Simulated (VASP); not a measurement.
VASP runs on ZnS (space group P6_3mc) share one base input (PBE GGA, plane waves, VASP's PBE PAW potentials (set 64)) and change the settings named in each case.

### POSCAR
```
ZnS
1
    3.8058000000     0.0000000000     0.0000000000
   -1.9029000000     3.2959190000     0.0000000000
    0.0000000000     0.0000000000     6.2379800000
Zn S
2 2
Direct
  0.3333330000   0.6666670000   0.0001400000
  0.6666670000   0.3333330000   0.5001400000
  0.3333330000   0.6666670000   0.3748600000
  0.6666670000   0.3333330000   0.8748600000
```

### KPOINTS
```
Automatic mesh
0
Gamma
8 8 5
0 0 0
```

### INCAR
```
ALGO  =  Normal
EDIFF  =  1E-6
ENCUT  =  300
GGA  =  PE
ISIF  =  2
ISMEAR  =  -1
LASPH  =  T
LCHARG  =  F
LMAXMIX  =  4
LREAL  =  F
LWAVE  =  F
NELM  =  100
PREC  =  Accurate
SIGMA  =  0.05
SYSTEM  =  ZnS
```

POTCAR, in this order: Zn S (PBE.64 set). Program: vasp_std.

```tsv
change	E(σ→0) (eV/atom)	pressure (GPa)
base run	-3.4166	2.24
GGA removed, POTCAR Zn S (LDA.64 set)	-4.0879	-3.97
KPOINTS 6×6×3 Γ-centred mesh	-3.4154	2.26
LDAU = .TRUE., LDAUJ = 0 0, LDAUL = 2 -1, LDAUTYPE = 2, LDAUU = 8.0 0	-3.1819	-1.45
```
 Energies of different potentials or functionals have different zeros.  At 300 eV the pressure can carry a Pulay error.

Left out are runs that ran out of time, are held back, or changed the cell or the kind of run, fixed moments of cells without a moment, rows past the twelfth, gaps on odd meshes, pressures of charged cells and columns that move by less than the noise.

The structure comes from a computed database's ZnS entry (P6_3mc); how it stands against other phases isn't given here. The cell was not relaxed at this level.
